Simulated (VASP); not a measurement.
Crystal: V.

```
V
1.0
    -1.47968    1.47968    1.47968
     1.47968   -1.47968    1.47968
     1.47968    1.47968   -1.47968
V
1
Direct
  0.00000 0.00000 0.00000
```

Base run:

- Program: VASP 6.6.1
- Functional: PBEsol
- Potentials or basis: VASP PAW PBE potentials, release 64 (V_sv)
- Cutoff: 520 eV
- k mesh: 20 × 20 × 20
- Occupations: gaussian, width 0.5 eV
- Spin: no spin polarisation

Its results: band gap on the k mesh none (metal or under the smearing width); pressure 1.3 GPa.

**Question.** The run is repeated on the same cell with these changes: cutoff from 520 eV to 900 eV; occupations from gaussian, width 0.5 eV to gaussian, width 0.1 eV. What comes out?

**Answer.** Band gap on the k mesh none (metal or under the smearing width); pressure 0.1 GPa.

Caveats: the PAW data sets were made with another functional, which shifts forces and pressure a little.

Not every run made on this cell is shown here.
